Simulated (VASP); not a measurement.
```
CELL_PARAMETERS angstrom
      3.86077     0.00000     0.00000
      0.00000     3.86077     0.00000
      0.00000     0.00000     4.73650
ATOMIC_POSITIONS crystal
  Sn 0.50000 0.00000 0.75333
  Sn 0.00000 0.50000 0.24667
  O  0.50000 0.50000 0.00000
  O  0.00000 0.00000 0.00000
```

Method: vdW-DF-cx, VASP's PBE PAW potentials (set 64) (plane waves; VASP). Run with 520 eV cut-off, 6×6×5 Γ-centred mesh, Gaussian smearing of 0.050 eV, potentials Sn_d O.

**Question.** The ions and cell shape at fixed volume are relaxed. Predict the relaxed structure.

**Answer.** 
```
CELL_PARAMETERS angstrom
      3.83144     0.00000     0.00000
      0.00000     3.83144     0.00000
      0.00000     0.00000     4.80929
ATOMIC_POSITIONS crystal
  Sn 0.50000 0.00000 0.75898
  Sn 0.00000 0.50000 0.24102
  O  0.50000 0.50000 0.00000
  O  0.00000 0.00000 0.00000
```
Space group P4/nmm (129), at a tolerance of 0.03 Å.

**Question.** How much energy does the relaxation gain?

**Answer.** The energy (σ→0) changes by -3.3 meV/atom, in 6 ionic steps.

```tsv
step	E(σ→0) (eV)	max force (eV/Å)	pressure (GPa)	volume (Å³)
1	-13.5543	0.370	-2.74	70.60
2	-13.5638	0.083	-1.64	70.60
3	-13.5647	0.041	-1.20	70.60
4	-13.5666	0.023	-1.06	70.60
5	-13.5673	0.006	-0.94	70.60
6	-13.5674	0.001	-0.88	70.60
```

The compound is SnO in the litharge structure. This cell is one point of a volume scan, at 1.03 of the reference volume. Symmetry was kept, so distortions that lower it aren't found.
